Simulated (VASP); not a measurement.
Write the native input for VASP 6.6.1 that does the following.

```yaml
Task: single point
Functional: B3LYP
Dispersion: MBD
Potentials_or_basis: VASP PAW PBE potentials, release 54 (Te, P)
Cutoff: 520 eV
k_mesh: 5 × 4 × 3
Occupations: fermi-dirac, width 0.02 eV
Spin: no spin polarisation
Grid_for_exact_exchange_PRECFOCK: Normal
Exchange_at_q_=_0: default
Further_INCAR_settings: ALGO = Normal; EDIFF = 1e-05; NBANDS = 19
```

TeP:

```
CELL_PARAMETERS angstrom
3.30860 0.00000 0.00000
0.00000 4.29122 0.00000
0.00000 0.00000 7.29465
ATOMIC_POSITIONS crystal
Te 0.00000 0.00000 0.72130
Te 0.50000 0.50000 0.27870
P 0.00000 0.50000 0.95270
P 0.50000 0.00000 0.04730
```

The cell was built by a generator and needn't be a form met in nature.

One way to write it, as run:

POSCAR

```
TeP
3.3086
    0.999999688690      0.000000000000      0.000000000000
    0.000000000000      1.296988517802      0.000000000000
    0.000000000000      0.000000000000      2.204753645046
Te P
2 2
Direct
    0.0000000000      0.0000000000      0.7213000200
    0.5000000000      0.5000000000      0.2786999800
    0.0000000000      0.5000000000      0.9527000000
    0.5000000000      0.0000000000      0.0473000000
```

INCAR.step1

```
PREC = Accurate
ENCUT = 520
EDIFF = 1E-5
ISMEAR = -1
SIGMA = 0.02
LREAL = F
LASPH = T
NELM = 60
ALGO = Normal
ISIF = 2
LWAVE = T
NBANDS = 19
GGA = PE
```

INCAR.step2

```
PREC = Accurate
ENCUT = 520
EDIFF = 1E-5
ISMEAR = -1
SIGMA = 0.02
LREAL = F
LASPH = T
NELM = 60
ALGO = Normal
ISIF = 2
LWAVE = F
LCHARG = T
GGA = B3
LHFCALC = T
AEXX = 0.2
AGGAX = 0.72
AGGAC = 0.81
ALDAC = 0.19
PRECFOCK = Normal
IVDW = 202
LELF = T
LVHAR = T
NBANDS = 19
ISTART = 1
```

KPOINTS

```
regular mesh
0
Gamma
  5 4 3
```

Potentials or basis: VASP PAW PBE potentials, release 54 (Te, P).

Run with:

```console
$ cat potpaw_PBE.54/Te/POTCAR potpaw_PBE.54/P/POTCAR > POTCAR
$ cp INCAR.step1 INCAR
$ mpirun -np 1 vasp_std > vasp.out
$ cp INCAR.step2 INCAR
$ mpirun -np 1 vasp_std > vasp.out
```

It gave:

```json
{
  "Pressure": "1.6 GPa",
  "Largest force": "1.664 eV/Å",
  "Band gap on the k mesh": "none (metal or under the smearing width)",
  "Hirshfeld charges": "Te +0.04; P -0.04 e",
  "Dispersion energy per atom": "-0.524 eV"
}
```

Caveat: the k mesh is coarse (spacing up to 0.38 Å⁻¹), so the values aren't converged, least of all with exact exchange; the PAW data sets were made with another functional, which shifts forces and pressure a little.

Run time: 13 min on 1 thread of Intel(R) Xeon(R) 6975P-C (Granite Rapids), with other jobs on the host, peak memory 0.25 GiB.
